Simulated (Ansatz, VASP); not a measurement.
# CdS (Greenockite): VASP beside Ansatz, part 2 of 2

Wanted: the spread between two codes on one cell, functional and k mesh. The cell is taken from a series of runs on this material, whose earlier steps may have relaxed, scaled, displaced or heated it; both programs get it as it stands.

VASP 6.6.1 and Ansatz 0.2.0.

So far: Starting point; VASP: relaxation of cell and atoms, r2SCAN.

**3. Ansatz: relaxation of cell and atoms, r2SCAN**

Level of this step: Ansatz beside VASP: Kohn-Sham DFT, plane waves, r2SCAN (Ansatz).

Ansatz runs on its PAW soft_1 files.

The same cell, functional and mesh now go to Ansatz, which takes its cutoff from its data sets.

The input, input.yaml:

```yaml
crystal:
  lattice:
    - [4.1646339296, 0.0, 0.0]
    - [-2.0823169648, 3.6066787805, 0.0]
    - [0.0, 0.0, 6.7678360047]
  atoms:
    - { symbol: Cd, position: [0.3333333333, 0.6666666667, -0.0009558619] }
    - { symbol: Cd, position: [0.6666666667, 0.3333333333, 0.4990441381] }
    - { symbol: S, position: [0.3333333333, 0.6666666667, 0.3759558619] }
    - { symbol: S, position: [0.6666666667, 0.3333333333, 0.8759558619] }
kpoints:
  mp_grid: { grid: [9, 9, 4] }
hamiltonian:
  xc: r2scan
  pseudopotentials: { kind: paw, azcp: { folder: soft_1 } }
scf:
  occupations: { method: fixed }
  lower_state_search: "off"
output:
  forces: true
  stress: true
  eigenvalues: true
relax:
  adjacent_minimum: "off"
  f_tol: 0.001
  max_steps: 60
  cell: { stress_tol: 0.01 }
```

Run with:

```sh
$ ansatz run input.yaml --threads 18 --pin off --max-ram 92160MiB --backend cuda --events-out ev --progress --plain --runs-dir out --max-vram 78GiB
```

Numbers of over 12 decimals in the logs are rounded to 6 here.

Log:

```text
Engine: ansatz 0.2.0, aarch64-unknown-linux-gnu
Pseudopotentials: kind: paw
Pseudopotential: Cd, paw, valence charge 20, recommended cutoff 500 eV (meta_gga), soft_1/Cd.paw.azcp
Pseudopotential: S, paw, valence charge 6, recommended cutoff 500 eV (meta_gga), soft_1/S.paw.azcp
Functional definition: r2SCAN
  parameter k0 = 0.174
  parameter k1 = 0.065
  parameter a1 = 4.9479
  exchange = r2scan_x(k0 = k0, k1 = k1, a1 = a1)
  correlation = r2scan_c
[...]
Crystal: 4 atoms, lattice volume = 101.656 Å³
Basis set: ecut = 500 eV, 2575 PW (Γ), exchange–correlation on 128×128×200 points (64 copies of the dense FFT grid, shifted against one another)
Bands: 32, of which v1, the nominal top of the filled ones, is band 26 counted from 1 (25 counted from 0)
Symmetry: 12 space group operations
Space group: P63mc (ITA 186), of the structure as read, at distance tolerance 4.7e-5 Å
k-points: 36 of 324 (time reversal used)
Non-local potential: Cd, projectors of the file, l = 0: 3, l = 1: 2, l = 2: 2, l = 3: 1
Non-local potential: S, projectors of the file, l = 0: 2, l = 1: 2, l = 2: 1
PAW form: soft (Blöchl's): semilocal exchange-correlation on the pseudo side does not see the compensation charge
PAW frozen core: Cd, regenerated for the run's functional (the file was generated under x = pbe(κ = 0.804, μ = 0.219515), c = pbe(β = 0.066725))
PAW frozen core: S, regenerated for the run's functional (the file was generated under x = pbe(κ = 0.804, μ = 0.219515), c = pbe(β = 0.066725))
PAW one-centre angular grid: Cd, 590 points (default); XC on 160 Gauss nodes
PAW one-centre angular grid: S, 302 points (default); XC on 160 Gauss nodes
Initial density: superposition of atomic densities (chi_scale 0.1, normalization cell, long waves kept (reshape's long-wave potential 0.00 eV rms))
Initial wavefunctions: pseudopotential atomic-orbital guess
[...]
Functional: x = r2scan, c = r2scan; τ floored in thin density (d = 2e-4 eV/Å³)
iter 1 solved again at ethr=1.51e-3 eV; its pass at ethr=3.10e-3 eV (dr2=7.85e-1 eV) is discarded
SCF iter   1: F=-18351.138687 eV  HF=-18351.326353 eV  |F-HF|=1.88e-1  |Δ(HF+E_count)|=         —  Δρ=3.12e-2  dr2=7.78e-1  dr2_τ=3.26e-2  ethr=1.51e-3  ⟨swp⟩=1.0  Hψ=5810  notcnv=0  defer=85
preconditioner: auto → Resta (q_TF=auto, 2.440 Å⁻¹)  ε∞=4.1  [insulator: Δε(μ)=1.712 eV  Ē_g=12.487 eV  n_scr=22 (ndim 8)  ℏωp=22.1 eV  f_vac=0.077  ε∞_Penn≈4.1]
SCF iter   2: F=-18351.323780 eV  HF=-18351.300819 eV  |F-HF|=2.30e-2  |Δ(HF+E_count)|=   2.55e-2  Δρ=1.57e-2  dr2=1.98e-1  dr2_τ=1.80e-2  ethr=1.50e-3  ⟨swp⟩=3.0  Hψ=2239  notcnv=0  defer=142
[...]
SCF iter   8: F=-18351.350949 eV  HF=-18351.350949 eV  |F-HF|=5.98e-9  |Δ(HF+E_count)|=   6.07e-8  Δρ=3.66e-6  dr2=1.21e-8  dr2_τ=4.96e-10  ethr=1.92e-10  ⟨swp⟩=12.5  Hψ=6951  notcnv=0
SCF 1 converged in 8 iterations: F = -18351.350949 eV  dr2 = 1.21e-8
  greatest PAW one-centre occupation: 1.002 electrons in one spin orbital (limit 2), on the Cd atom at site 0 (counted from 0), in its partial waves of l = 0
relax step   1: F+E_penalty+E_count = -18351.35094940 eV  Δ(F+E_penalty+E_count) = +0.000e0 eV  max|allowed force component| = 1.360e-4 eV/Å  Δτ_max = 0.0000 Å  P = +0.001 GPa  Ω = 101.656 Å³  (8 SCF iters, dr2 threshold 1.00e-7 eV, accepted)
[...]
iter 1 solved again at ethr=3.75e-7 eV; its pass at ethr=3.10e-3 eV (dr2=1.95e-4 eV) is discarded
SCF iter   1: F=-18351.349605 eV  HF=-18351.349605 eV  |F-HF|=9.89e-9  |Δ(HF+E_count)|=         —  Δρ=4.89e-6  dr2=1.75e-8  dr2_τ=5.41e-10  ethr=3.75e-7  ⟨swp⟩=4.0  Hψ=7684  notcnv=0  defer=143
eigensolver tolerance schedule: the retry pair's looser diagonalisation over-reported the residual by 11120.44 of it (diagonalisation noise at an unbounded share of the residual, at the tolerance the schedule requests for it); recorded, not acted on — ethr = c·dr2/N_el stays at c = 1.0e-1
preconditioner: auto → Resta (q_TF=auto, 2.440 Å⁻¹)  ε∞=4.3  [insulator: Δε(μ)=1.627 eV  Ē_g=12.218 eV  n_scr=22 (ndim 8)  ℏωp=22.1 eV  f_vac=0.130  ε∞_Penn≈4.3]
SCF iter   2: F=-18351.350949 eV  HF=-18351.350949 eV  |F-HF|=4.29e-10  |Δ(HF+E_count)|=   1.34e-3  Δρ=1.36e-6  dr2=1.77e-9  dr2_τ=4.72e-10  ethr=3.37e-11  ⟨swp⟩=4.0  Hψ=2871  notcnv=0  defer=139
SCF iter   3: F=-18351.350949 eV  HF=-18351.350949 eV  |F-HF|=2.69e-10  |Δ(HF+E_count)|=  3.60e-10  Δρ=8.37e-7  dr2=8.48e-10  dr2_τ=3.46e-11  ethr=3.41e-12  ⟨swp⟩=2.2  Hψ=1680  notcnv=0  defer=139
SCF iter   4: F=-18351.350949 eV  HF=-18351.350949 eV  |F-HF|=1.82e-11  |Δ(HF+E_count)|=  2.95e-10  Δρ=1.76e-7  dr2=3.97e-11  dr2_τ=4.43e-12  ethr=1.63e-12  ⟨swp⟩=2.0  Hψ=1293  notcnv=0  defer=139
SCF iter   5: F=-18351.350949 eV  HF=-18351.350949 eV  |F-HF|=0.00e0  |Δ(HF+E_count)|=  3.27e-11  Δρ=7.67e-8  dr2=7.72e-12  dr2_τ=2.98e-13  ethr=1.00e-12  ⟨swp⟩=1.0  Hψ=1080  notcnv=0  defer=139
SCF iter   6: F=-18351.350949 eV  HF=-18351.350949 eV  |F-HF|=0.00e0  |Δ(HF+E_count)|=  3.64e-12  Δρ=1.22e-8  dr2=1.39e-13  dr2_τ=6.49e-15  ethr=1.00e-12  ⟨swp⟩=13.3  Hψ=7201  notcnv=0
SCF 2 converged in 6 iterations: F = -18351.350949 eV  dr2 = 1.39e-13
relax step   2: F+E_penalty+E_count = -18351.35094940 eV  Δ(F+E_penalty+E_count) = -4.147e-10 eV  max|allowed force component| = 1.241e-4 eV/Å  Δτ_max = 0.0000 Å  P = +0.001 GPa  Ω = 101.656 Å³  stress off target by 2.35e-3 GPa  SCF on the basis re-selected at this cell (its energy is not comparable with the rows above)  (6 SCF iters)
basis re-selected at this cell: Δ(F+E_penalty+E_count) = -4.147e-10 eV, ΔP = -0.000 GPa vs the last step (what re-selecting the basis moved, of the pressure what is left beyond the Pulay correction that the steps carried, after the strain that the cell walked since its last selection, with what the two solves' SCF thresholds leave and, on support functions, any second-order correction that the steps lacked; it is no  [...]
SCF converged after 6 iterations
Free energy (F): -18351.350949 eV
Harris-Foulkes:  -18351.350949 eV  (|F-HF|=0.00e0)
Internal energy: -18351.350949 eV  (E = F + TS)
E sigma→0 (E₀):  -18351.350949 eV
Fermi energy:    6.304475 eV
--- Per-component energies (eV) ---
  E_band       = -1081.716222
  E_kinetic    = 1091.357434
  E_local      = -8164.765036  (includes V_loc(G=0)·N_el)
  E_nonlocal   = 311.750855
  E_hartree    = 3715.948537
  E_xc         = -464.752309
  E_vxc        = -610.822888  (∫ρ·V_xc dr)
  E_paw        = -9477.941460  (= ΣΔE_a)
  E_vpaw       = -1179.260450  (= ΣTr[D̂ρ^β])
  E_aug_tail   = 0.000017  (compensation charges beyond the density's cutoff)
  E_vtau       = 38.126758  (kinetic-family band-sum trace: ∫τ·v_τ [+ j·A + Jᵃ·Aᵃ] dr)
  E_ewald      = -5361.599925
  E_core_change = -1.349063  (= ΣΔE_core)
  E_smearing   = -0.000000  (= −TS)
  E_closure    = 0.000000  (closes the sum)
  Σ components = -18351.350949   (vs F -18351.350949, Δ=0.00e0)
--- Forces (eV/Å), atoms counted from 1 ---
  atom   1  Cd     0.00000000    -0.00000000    -0.00012375
  atom   2  Cd    -0.00000000     0.00000000    -0.00012375
  atom   3  S     -0.00000000    -0.00000000     0.00012442
  atom   4  S     -0.00000000     0.00000000     0.00012442
  max |Σ_I F_I| component: 1.33e-6 eV/Å
--- Stress (GPa, compression-positive) ---
        0.002355       0.000000       0.000000
        0.000000       0.002355       0.000000
        0.000000       0.000000      -0.001284
  P = ⅓ Tr σ = 0.0011 GPa (0.011 kbar)
--- Band table (eV; the first three rows and the last of 36) ---
  k-point 0: bands = [... 22 lower, 5.5641, 6.2652, 6.3045, 6.3045, 7.9317, 9.5267, 13.2793, 13.2793, ... 2 higher]
  k-point 1: bands = [... 22 lower, 5.6670, 5.6670, 6.1901, 6.1901, 8.7677, 9.6022, 13.0874, 13.3401, ... 2 higher]
  k-point 2: bands = [... 22 lower, 5.9228, 5.9228, 5.9228, 5.9228, 9.5671, 9.5671, 12.8995, 12.8995, ... 2 higher]
  k-point 35: bands = [... 22 lower, 3.9100, 3.9100, 5.2111, 5.2111, 11.1511, 11.1511, 12.7144, 12.7144, ... 2 higher]
--- Relaxed structure (1 steps of the walk, 1 accepted, 1 SCFs on fresh bases) ---
  F+E_penalty+E_count = -18351.35094940 eV   max|allowed force component| = 1.241e-4 eV/Å   (the final SCF, on the basis selected at the relaxed cell)
  cell:  # Å, volume = 101.6563 Å³
    - [4.164634, 0.0, 0.0]
    - [-2.082317, 3.606679, 0.0]
    - [0.0, 0.0, 6.7678360047]
  atoms:
    - { symbol: Cd, position: [0.333333, 0.666667, -0.0009558619] }
    - { symbol: Cd, position: [0.666667, 0.333333, 0.4990441381] }
    - { symbol: S, position: [0.333333, 0.666667, 0.3759558619] }
    - { symbol: S, position: [0.666667, 0.333333, 0.8759558619] }
```

**4. Side by side**

Known differences besides the potentials themselves: VASP keeps PBE cores, Ansatz makes them for the functional; fixed occupations in Ansatz, narrow Gaussian smearing in VASP; the data sets hold 52 valence electrons in Ansatz (on its PAW soft_1 files) and 36 in VASP; the cutoff is 500 eV in Ansatz and 550 eV in VASP; Ansatz adds a Pulay correction to the stress that steers its cell, VASP none. Total energies have different zeros and are not compared.

The two programs side by side:

```tsv
quantity	Ansatz	VASP	difference
volume (Å³)	101.66	102.08	-0.41 %
edge a after relaxation, in the typed setting (Å)	4.165	4.170	-0.14 %
edge c after relaxation, in the typed setting (Å)	6.768	6.777	-0.14 %
```

**5. Summary of results**

```json
{
 "difference in volume (relaxation of cell and atoms, r2SCAN)": "-0.41 %"
}
```

What this shows: The difference in volume is -0.41 % (relaxation of cell and atoms, r2SCAN), within the 1.2 % picked in this series as the mark of a large difference, as far as the stopping tolerances let one tell. The data sets hold unlike numbers of valence electrons (52 in Ansatz and 36 in VASP), so part of the differences comes from the potentials. How closely two codes agree says nothing of how well the functional describes the real material.

[Lines on the potential files, build, host, timing and source positions are cut from VASP's logs without a mark.]

[Logs are printed without paths, hosts, clocks, repeated set-up lines and the standing remarks that a program may print on its own settings, such as how far it seeks lower states.]

[Hosts, paths, dates, database ids (printed as entryN), source tags and the programs' standing remarks are cut or masked in the printed files.]
